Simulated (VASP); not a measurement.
# ScSi: accuracy against cost in the PAW data sets and SCF threshold

Aim: find what the PAW data sets and SCF threshold change for ScSi, and what they cost. The series runs use PBEsol. The PAW data sets tried: minimal 64: Sc_sv Si; recommended 54: Sc_sv Si; gw 64: Sc_sv_GW Si_GW. The SCF threshold tried: EDIFF = 0.01; EDIFF = 0.001; EDIFF = 1E-04; EDIFF = 1E-05; EDIFF = 1E-06; EDIFF = 1E-08. The start is a computed cell from the Materials Project.

Main program and level: VASP 6.6.1; PBEsol; plane waves and PAW (Sc_sv, Si), in the first sound run; inputs show where later runs differ.

### Step 1. The starting structure

It takes space group Cmcm (No. 63, orthorhombic). Conventional cell: a = 3.994 Å, b = 9.907 Å, c = 3.667 Å, α = 90.00°, β = 90.00°, γ = 90.00°. Nearest to Sc lie 7 Si at 2.77 to 2.95 Å. Si has 2 Si at 2.43 Å and 7 Sc at 2.77 to 2.95 Å nearest. Farther neighbours are not listed.

As a file:

```xyz
4
Lattice="1.9970 -4.9535 0.0000 1.9970 4.9535 0.0000 0.0000 0.0000 3.6674" Properties=species:S:1:pos:R:3 pbc="T T T"
Sc    1.9970    3.5744    0.9169
Sc    1.9970   -3.5744    2.7506
Si    1.9970    0.7981    0.9169
Si    1.9970   -0.7981    2.7506
```

### Step 2. PAW data sets: minimal 64: Sc sv Si

Data sets differ in which electrons are valence and how hard the partial waves are. PBEsol restores the gradient expansion of exchange and is tuned for the cells of solids.

INCAR

```
SYSTEM = ScSi
PREC = Accurate
ENCUT = 400
EDIFF = 1E-06
NELM = 100
ISMEAR = -1
SIGMA = 0.05
LREAL = .FALSE.
ALGO = Normal
GGA = PS
NBANDS = 21
LASPH = .TRUE.
LORBIT = 11
LWAVE = .FALSE.
LCHARG = .FALSE.
KPAR = 4
ISIF = 2
```

POSCAR

```
ScSi
1.0
    1.9969585645     -4.9534918553      0.0000000000
    1.9969585645      4.9534918553      0.0000000000
    0.0000000000      0.0000000000      3.6674488900
Sc Si
2 2
Direct
    0.1392070300      0.8607929700      0.2500000000
    0.8607929700      0.1392070300      0.7500000000
    0.4194360600      0.5805639400      0.2500000000
    0.5805639400      0.4194360600      0.7500000000
```

KPOINTS

```
Automatic mesh
0
Gamma
7 7 7
0 0 0
```

Potentials, in the order of the species: Sc_sv and Si (PBE family, release 64).

Launch:

```console
mpirun -np 4 vasp_std
```

Log:

```text
[banner, memory and clock lines left out]
running    4 mpi-ranks, on    1 nodes
 distrk:  each k-point on    1 cores,    4 groups
 distr:  one band on    1 cores,    1 groups

 POSCAR found type information on POSCAR ScSi
 POSCAR found :  2 types and       4 ions
|                                                                             |
|               ----> ADVICE to this user running VASP <----                  |
|                                                                             |
|     You enforced a specific xc type in the INCAR file but a different       |
|     [... a line on the potential file left out ...]
|     I HOPE YOU KNOW WHAT YOU ARE DOING!                                     |
|                                                                             |

 LDA part: xc-table for (Slater+PW92), standard interpolation
 POSCAR, INCAR and KPOINTS ok, starting setup
 FFT: planning ... GRIDC
 FFT: planning ... GRID_SOFT
 FFT: planning ... GRID
 WAVECAR not read
 entering main loop
       N       E                     dE             d eps       ncg     rms          rms(c)
DAV:   1     0.356986188543E+03    0.35699E+03   -0.12231E+04  2736   0.117E+03
DAV:   2    -0.833612896182E+01   -0.36532E+03   -0.35813E+03  3696   0.541E+02
DAV:   3    -0.307895779052E+02   -0.22453E+02   -0.21617E+02  4458   0.145E+02
DAV:   4    -0.313276385201E+02   -0.53806E+00   -0.52666E+00  4408   0.182E+01
DAV:   5    -0.313340217268E+02   -0.63832E-02   -0.63633E-02  4315   0.244E+00    0.123E+01
DAV:   6    -0.284200971883E+02    0.29139E+01   -0.10787E+01  3918   0.305E+01    0.415E+00
DAV:   7    -0.283431537494E+02    0.76943E-01   -0.70241E-01  4352   0.722E+00    0.202E+00
DAV:   8    -0.283147300017E+02    0.28424E-01   -0.10700E-01  4059   0.272E+00    0.451E-01
DAV:   9    -0.283109114375E+02    0.38186E-02   -0.34007E-02  3928   0.171E+00    0.204E-01
DAV:  10    -0.283111276750E+02   -0.21624E-03   -0.54869E-03  3875   0.834E-01    0.155E-01
DAV:  11    -0.283108224023E+02    0.30527E-03   -0.19012E-03  3907   0.446E-01    0.345E-02
DAV:  12    -0.283108248186E+02   -0.24163E-05   -0.45706E-05  4283   0.652E-02    0.988E-03
DAV:  13    -0.283108224450E+02    0.23736E-05   -0.69962E-06  3427   0.236E-02    0.547E-03
DAV:  14    -0.283108226280E+02   -0.18294E-06   -0.47326E-07  2304   0.107E-02
   1 F= -.28310823E+02 E0= -.28299754E+02  d E =-.221370E-01
```

The job ended after 13 s (4 MPI ranks of Intel Xeon Platinum 8488C (Sapphire Rapids), shared host; peak memory 0.81 GiB).

The logs omit lines about the potential files and the build; timing stands in the text.

OUTCAR, selected parts (step 2):

```text
ion  position               nearest neighbor table
   1  0.139  0.861  0.250-   4 2.77   4 2.77   4 2.77   4 2.77   3 2.78   3 2.95   3 2.95   2 3.31
                             2 3.31
   2  0.861  0.139  0.750-   3 2.77   3 2.77   3 2.77   3 2.77   4 2.78   4 2.95   4 2.95   1 3.31
                             1 3.31
   3  0.419  0.581  0.250-   4 2.43   4 2.43   2 2.77   2 2.77   2 2.77   2 2.77   1 2.78   1 2.95
                             1 2.95
   4  0.581  0.419  0.750-   3 2.43   3 2.43   1 2.77   1 2.77   1 2.77   1 2.77   2 2.78   2 2.95
                             2 2.95

  LATTYP: Found a base centered orthorhombic cell.
 ALAT       =     3.9939171290
 B/A-ratio  =     2.4805180955
 C/A-ratio  =     0.9182586347

 Subroutine GETGRP returns: Found  8 space group operations
 (whereof  4 operations were pure point group operations)

The static configuration has the point symmetry C_2h.
 The point group associated with its full space group is D_2h.

 Found     64 irreducible k-points:

   k-points           NKPTS =     64   k-points in BZ     NKDIM =     64   number of bands    NBANDS=     21

   dimension x,y,z NGX =    36 NGY =   36 NGZ =   24
   dimension x,y,z NGXF=    72 NGYF=   72 NGZF=   48

   ENCUT  =  400.0 eV  29.40 Ry    5.42 a.u.   8.71  8.71  5.98*2*pi/ulx,y,z

   NELECT =      30.0000    total number of electrons

 k-points in reciprocal lattice and weights: Automatic mesh
   0.00000000  0.00000000  0.00000000       0.003
   0.14285714  0.00000000  0.00000000       0.012
   0.28571429  0.00000000  0.00000000       0.012
   0.42857143  0.00000000  0.00000000       0.012
   0.14285714  0.14285714  0.00000000       0.006
   0.28571429  0.14285714  0.00000000       0.012
   0.42857143  0.14285714  0.00000000       0.012
  -0.42857143  0.14285714  0.00000000       0.012
  -0.28571429  0.14285714  0.00000000       0.012
[...]
0.42857143  0.42857143  0.42857143       0.012
  -0.42857143  0.42857143  0.42857143       0.012

 average (electrostatic) potential at core
       1 -44.1693       2 -44.1693       3 -82.4446       4 -82.4446

 E-fermi :   6.3142

 k-point     1 :       0.0000    0.0000    0.0000
  band No.  band energies     occupation
    ...
     11       3.0901      2.00000
     12       4.0770      2.00000
     13       4.7449      2.00000
     14       5.1399      2.00000
     15       6.3398      0.74989
     16       6.9951      0.00000
     17       7.7031      0.00000
     18       8.2043      0.00000
     19       8.2299      0.00000
     20       8.7304      0.00000
    ...

 k-point     2 :       0.1429    0.0000    0.0000
  band No.  band energies     occupation
    ...
     10       0.4677      2.00000
     11       2.6884      2.00000
     12       4.0970      2.00000
     13       4.6370      2.00000
     14       5.0457      2.00000
     15       6.6520      0.00233
     16       6.8655      0.00003
     17       7.3308      0.00000
     18       7.7288      0.00000
     19       8.4906      0.00000
    ...

 k-point     3 :       0.2857    0.0000    0.0000
  band No.  band energies     occupation
    ...
     10       0.5702      2.00000
     11       2.0785      2.00000
     12       3.8873      2.00000
     13       4.3786      2.00000
     14       4.6583      2.00000
     15       6.8461      0.00005
     16       6.9502      0.00001
     17       7.5582      0.00000
     18       7.6465      0.00000
     19       7.9459      0.00000
    ...

  Total       -1.4151037     -1.1759667     -1.0284377      0.0000000      0.0000000      0.0000000
  in kB      -31.2481483    -25.9675527    -22.7098351      0.0000000      0.0000000      0.0000000
  external PRESSURE =     -26.6418454 kB  Pullay stress =       0.0000000 kB

  energy-cutoff  :      400.00
  volume of cell :       72.56
      direct lattice vectors                 reciprocal lattice vectors
     1.996958565 -4.953491855  0.000000000     0.250380758 -0.100938896  0.000000000
     1.996958565  4.953491855  0.000000000     0.250380758  0.100938896  0.000000000
     0.000000000  0.000000000  3.667448890     0.000000000  0.000000000  0.272669103

 POSITION                                       TOTAL-FORCE (eV/Angst)
 -----------------------------------------------------------------------------------
      1.99696      3.57437      0.91686         0.000000      0.043089     -0.000000
      1.99696     -3.57437      2.75059         0.000000     -0.043089     -0.000000
      1.99696      0.79815      0.91686         0.000000      0.070166      0.000000
      1.99696     -0.79815      2.75059         0.000000     -0.070166     -0.000000
 -----------------------------------------------------------------------------------
    total drift:                                0.000000      0.000000      0.000000

  FREE ENERGIE OF THE ION-ELECTRON SYSTEM (eV)
  ---------------------------------------------------
  free  energy   TOTEN  =       -28.3108226280 eV

  energy  without entropy=      -28.2886856123  energy(sigma->0) =      -28.29975412

 total charge
# of ion       s       p       d       tot
------------------------------------------
    1        2.184   6.150   1.130   9.465
    2        2.184   6.150   1.130   9.465
    3        0.762   0.931   0.000   1.693
    4        0.762   0.931   0.000   1.693
--------------------------------------------------
tot          5.893  14.162   2.260  22.316

[... 3 further parts left out ...]
```

The k-mesh is coarse for a metal. The PAW data sets were made with PBE, which is usual practice but a small mismatch for other functionals.

This step gave:

| Quantity | Value |
| --- | --- |
| electronic steps | 14 |
| electrons | 30 |
| bands | 21 |
| irreducible k points | 64 |
| symmetry operations | 8 |
| free energy (TOTEN) | -28.31 eV |
| energy at zero smearing | -28.30 eV |
| Fermi energy | 6.314 eV |
| pressure | -2.664 GPa |
| metallic | yes |

The series starts at -7.0749 eV an atom and -2.66 GPa, after 14 cycles in 13 s.

### Step 3. PAW data sets: recommended 54: Sc sv Si

INCAR is that of step 2.

POSCAR is that of step 2.

KPOINTS is that of step 2.

PAW data sets: Sc_sv and Si (PBE family, release 54).

Launch:

```console
mpirun -np 4 vasp_std
```

Log:

```text
[banner, memory and clock lines left out]
running    4 mpi-ranks, on    1 nodes
[...]
[... a notice as in an earlier step ...]

 LDA part: xc-table for (Slater+PW92), standard interpolation
 POSCAR, INCAR and KPOINTS ok, starting setup
[...]
entering main loop
       N       E                     dE             d eps       ncg     rms          rms(c)
[... 14 cycles as in an earlier step ...]
   1 F= -.28310823E+02 E0= -.28299754E+02  d E =-.221370E-01
```

The job ended after 13 s (4 MPI ranks; peak memory 0.8 GiB; 48 s of CPU time).

From OUTCAR (step 3):

```text
[... 6 parts as in an earlier step ...]

[... 1 further part left out ...]
[key lines of the parts left out:]
E-fermi :   6.3142
```

With 30 valence electrons the pressure is -2.66 GPa, +0.00 GPa from the first of the series, after 14 cycles in 13 s.

### Step 4. PAW data sets: GW 64: Sc sv GW Si GW

This step: PBEsol; plane waves and PAW (Sc_sv_GW, Si_GW) (VASP 6.6.1).

Edit INCAR of step 3 so:

```diff
@@ -2,3 +2,3 @@
 PREC = Accurate
-ENCUT = 400
+ENCUT = 500
 EDIFF = 1E-06
```

POSCAR is that of step 3.

KPOINTS is that of step 3.

Potentials, in the order of the species: Sc_sv_GW and Si_GW (PBE family, release 64).

Launch:

```console
mpirun -np 4 vasp_std
```

Log:

```text
[... set-up lines as in an earlier step ...]
 entering main loop
       N       E                     dE             d eps       ncg     rms          rms(c)
DAV:   1     0.388283318577E+03    0.38828E+03   -0.13852E+04  3200   0.137E+03
DAV:   2     0.150274737661E+02   -0.37326E+03   -0.36048E+03  5014   0.905E+02
DAV:   3    -0.365775982741E+02   -0.51605E+02   -0.50109E+02  4811   0.272E+02
DAV:   4    -0.388595843068E+02   -0.22820E+01   -0.22315E+01  4848   0.593E+01
[...]
DAV:  13    -0.332361858183E+02   -0.21419E-05   -0.21993E-05  3848   0.442E-02    0.694E-03
DAV:  14    -0.332361825345E+02    0.32838E-05   -0.10448E-05  3840   0.441E-02    0.140E-03
DAV:  15    -0.332361826347E+02   -0.10024E-06   -0.87780E-07  2448   0.220E-02
   1 F= -.33236183E+02 E0= -.33225126E+02  d E =-.221140E-01
```

The job ended after 29 s (4 MPI ranks; peak memory 1.1 GiB; 1.9 min of CPU time).

OUTCAR, selected parts (step 4):

```text
  Total       -1.5533499     -1.2958227     -1.1511852      0.0000000      0.0000000      0.0000000
  in kB      -34.3008839    -28.6141998    -25.4203318      0.0000000      0.0000000      0.0000000
  external PRESSURE =     -29.4451385 kB  Pullay stress =       0.0000000 kB

 POSITION                                       TOTAL-FORCE (eV/Angst)
 -----------------------------------------------------------------------------------
      1.99696      3.57437      0.91686         0.000000      0.045025      0.000000
      1.99696     -3.57437      2.75059         0.000000     -0.045025     -0.000000
      1.99696      0.79815      0.91686         0.000000      0.077447      0.000000
      1.99696     -0.79815      2.75059         0.000000     -0.077447      0.000000
 -----------------------------------------------------------------------------------
    total drift:                                0.000000      0.000000      0.000000

  FREE ENERGIE OF THE ION-ELECTRON SYSTEM (eV)
  ---------------------------------------------------
  free  energy   TOTEN  =       -33.2361826347 eV

  energy  without entropy=      -33.2140686447  energy(sigma->0) =      -33.22512564

[... 1 part as in an earlier step ...]

[... 2 further parts left out ...]
[key lines of the parts left out:]
E-fermi :   7.6475
```

With 30 valence electrons the pressure is -2.94 GPa, -0.28 GPa from the first of the series, after 15 cycles in 29 s.

### Step 5. The PAW data sets series as a table

This step: convergence of PBEsol results with the datasets; plane waves and PAW (VASP 6.6.1).

This step runs nothing: it gathers the runs above.

Differences are taken from the run with minimal 64: Sc_sv Si. Results of the series, by row:

```
                         setting     status  pressure (GPa)  largest force difference (meV/Å)  SCF cycles  wall time (s)
    minimal 64: Sc_sv Si, 400 eV  converged          -2.664                                 0          14           12.6
recommended 54: Sc_sv Si, 400 eV  converged          -2.664                                 0          14           12.8
   gw 64: Sc_sv_GW Si_GW, 500 eV  converged          -2.945                             7.281          15             29
```

### Step 6. SCF threshold: EDIFF = 0.01

This step: PBEsol; plane waves and PAW (Sc_sv, Si) (VASP 6.6.1).

EDIFF stops the electronic loop; forces need it tighter than energies do.

Edit INCAR of step 4 so:

```diff
@@ -2,4 +2,4 @@
 PREC = Accurate
-ENCUT = 500
-EDIFF = 1E-06
+ENCUT = 400
+EDIFF = 0.01
 NELM = 100
```

POSCAR is that of step 4.

KPOINTS is that of step 4.

Potentials, in the order of the species: Sc_sv and Si (PBE family, release 64).

Launch:

```console
mpirun -np 4 vasp_std
```

Log:

```text
[... set-up lines as in an earlier step ...]
 entering main loop
       N       E                     dE             d eps       ncg     rms          rms(c)
[... 4 cycles as in an earlier step ...]
DAV:   5    -0.313339210321E+02   -0.62825E-02   -0.62625E-02  3955   0.244E+00    0.123E+01
DAV:   6    -0.284200708520E+02    0.29139E+01   -0.10789E+01  3918   0.305E+01    0.415E+00
DAV:   7    -0.283431571541E+02    0.76914E-01   -0.70229E-01  4368   0.721E+00    0.202E+00
DAV:   8    -0.283146997940E+02    0.28457E-01   -0.10671E-01  3955   0.271E+00    0.450E-01
DAV:   9    -0.283108247470E+02    0.38750E-02   -0.33508E-02  3323   0.173E+00
   1 F= -.28310825E+02 E0= -.28299716E+02  d E =-.222184E-01
```

Wall time 8.8 s (4 MPI ranks); peak memory 0.8 GiB; 33 s of CPU time.

Parts of OUTCAR (step 6):

```text
   NELECT =      30.0000    total number of electrons

 E-fermi :   6.3082

 k-point     1 :       0.0000    0.0000    0.0000
  band No.  band energies     occupation
    ...
     11       3.0892      2.00000
     12       4.0763      2.00000
     13       4.7446      2.00000
     14       5.1345      2.00000
     15       6.3337      0.75041
     16       6.9908      0.00000
     17       7.6938      0.00000
     18       8.1919      0.00000
     19       8.2185      0.00000
     20       8.7214      0.00000
    ...

  Total       -1.1045125     -0.8698457     -0.6984618      0.0000000      0.0000000      0.0000000
  in kB      -24.3897100    -19.2078261    -15.4233490      0.0000000      0.0000000      0.0000000
  external PRESSURE =     -19.6736284 kB  Pullay stress =       0.0000000 kB

 POSITION                                       TOTAL-FORCE (eV/Angst)
 -----------------------------------------------------------------------------------
      1.99696      3.57437      0.91686         0.000000      0.006317      0.000000
      1.99696     -3.57437      2.75059         0.000000     -0.006317      0.000000
      1.99696      0.79815      0.91686         0.000000      0.070824      0.000000
      1.99696     -0.79815      2.75059         0.000000     -0.070824     -0.000000
 -----------------------------------------------------------------------------------
    total drift:                                0.000000      0.000000      0.000000

  FREE ENERGIE OF THE ION-ELECTRON SYSTEM (eV)
  ---------------------------------------------------
  free  energy   TOTEN  =       -28.3108247470 eV

  energy  without entropy=      -28.2886063370  energy(sigma->0) =      -28.29971554

[... 9 parts as in an earlier step ...]

[... 8 further parts left out ...]
```

Numbers from this step:

| Property | Result |
| --- | --- |
| electronic steps | 9 |
| free energy (TOTEN) | -28.31 eV |
| energy at zero smearing | -28.30 eV |
| Fermi energy | 6.308 eV |
| pressure | -1.967 GPa |

The series starts at -7.0749 eV an atom and -1.97 GPa, after 9 cycles in 8.8 s.

### Step 7. SCF threshold: EDIFF = 0.001

Edit INCAR of step 6 so:

```diff
@@ -3,3 +3,3 @@
 ENCUT = 400
-EDIFF = 0.01
+EDIFF = 0.001
 NELM = 100
```

POSCAR is that of step 6.

KPOINTS is that of step 6.

Launch:

```console
mpirun -np 4 vasp_std
```

Log:

```text
[... set-up lines as in an earlier step ...]
 entering main loop
       N       E                     dE             d eps       ncg     rms          rms(c)
[... 9 cycles as in an earlier step ...]
DAV:  10    -0.283111161076E+02   -0.20467E-03   -0.53712E-03  3403   0.834E-01
   1 F= -.28311116E+02 E0= -.28300112E+02  d E =-.220077E-01
```

Elapsed: 9.4 s, on 4 MPI ranks; peak memory 0.81 GiB.

Parts of OUTCAR (step 7):

```text
  Total       -1.8021753     -1.5676109     -1.4596581      0.0000000      0.0000000      0.0000000
  in kB      -39.7954144    -34.6157926    -32.2319917      0.0000000      0.0000000      0.0000000
  external PRESSURE =     -35.5477329 kB  Pullay stress =       0.0000000 kB

 POSITION                                       TOTAL-FORCE (eV/Angst)
 -----------------------------------------------------------------------------------
      1.99696      3.57437      0.91686         0.000000      0.067030     -0.000000
      1.99696     -3.57437      2.75059         0.000000     -0.067030      0.000000
      1.99696      0.79815      0.91686         0.000000      0.063902      0.000000
      1.99696     -0.79815      2.75059         0.000000     -0.063902     -0.000000
 -----------------------------------------------------------------------------------
    total drift:                                0.000000      0.000000      0.000000

  FREE ENERGIE OF THE ION-ELECTRON SYSTEM (eV)
  ---------------------------------------------------
  free  energy   TOTEN  =       -28.3111161076 eV

  energy  without entropy=      -28.2891084319  energy(sigma->0) =      -28.30011227

[... 2 parts as in an earlier step ...]

[... 1 further part left out ...]
[key lines of the parts left out:]
E-fermi :   6.3236
```

Against the run before the energy moves by -0.10 meV an atom and the pressure by -1.59 GPa, after 10 cycles in 9.4 s.

[end of part 1 of 2]

[Lines on the potential files, build, host, timing and source positions are cut from VASP's logs without a mark.]

[Logs are printed without paths, hosts, clocks, repeated set-up lines and the standing remarks that a program may print on its own settings, such as how far it seeks lower states.]

[Hosts, paths, dates, database ids (printed as entryN), source tags and the programs' standing remarks are cut or masked in the printed files.]

[A measured line is paired with the nearest computed mode of its activity, which favours agreement.]
